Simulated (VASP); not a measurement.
Input:

```yaml
crystal:
  lattice:
    - [1.97796, 1.14197, 6.54738]
    - [-1.97796, 1.14197, 6.54738]
    - [0.00000, -2.28395, 6.54738]
  atoms:
    - { symbol: Zn, position: [0.49895, 0.49895, 0.49895] }
    - { symbol: Hg, position: [0.00341, 0.00341, 0.00341] }
    - { symbol: S, position: [0.13121, 0.13121, 0.13121] }
    - { symbol: S, position: [0.61641, 0.61641, 0.61641] }
```

Calculation: PBEsol GGA, VASP's PBE PAW potentials (set 64) (plane waves; VASP). Settings: 400 eV cut-off, Gaussian smearing of 0.050 eV, potentials Zn Hg S.

Unless said otherwise, spin-orbit coupling is left out, though it shifts the bands of the heavy elements here.

Task: Give the energies of bands 8 to 21 at the high-symmetry points, in eV from the valence-band maximum.

Result: 
| band | Γ | T | H2 | L | S0 | F |
|---|---|---|---|---|---|---|
| 8 | -6.38 | -6.80 | -6.37 | -6.51 | -6.37 | -6.34 |
| 9 | -6.38 | -6.40 | -6.28 | -6.37 | -6.26 | -6.30 |
| 10 | -6.15 | -6.40 | -6.16 | -6.19 | -6.17 | -6.14 |
| 11 | -6.15 | -6.17 | -5.98 | -5.99 | -5.98 | -5.98 |
| 12 | -6.07 | -6.17 | -5.77 | -5.95 | -5.79 | -5.86 |
| 13 | -5.86 | -3.69 | -5.23 | -4.93 | -5.22 | -5.57 |
| 14 | -1.42 | -2.85 | -4.93 | -4.53 | -4.88 | -4.90 |
| 15 | -1.42 | -1.24 | -3.40 | -2.77 | -3.49 | -2.65 |
| 16 | -0.37 | -1.24 | -2.66 | -2.64 | -2.63 | -2.48 |
| 17 | 0.00 | -0.24 | -1.95 | -2.27 | -2.02 | -1.22 |
| 18 | 0.00 | -0.24 | -1.78 | -1.34 | -1.77 | -0.87 |
| 19 | 0.35 | 2.09 | 3.08 | 3.26 | 3.12 | 1.84 |
| 20 | 2.39 | 2.23 | 4.15 | 3.50 | 4.36 | 3.08 |
| 21 | 5.78 | 5.05 | 5.06 | 4.79 | 4.99 | 3.39 |

The gap is direct, 0.35 eV, from the valence maximum at Γ to the conduction minimum at Γ.

The structure comes from a computed database's ZnHgS2 entry (R3m); how it stands against other phases isn't given here. It was relaxed first, which changed the volume by -5 %.
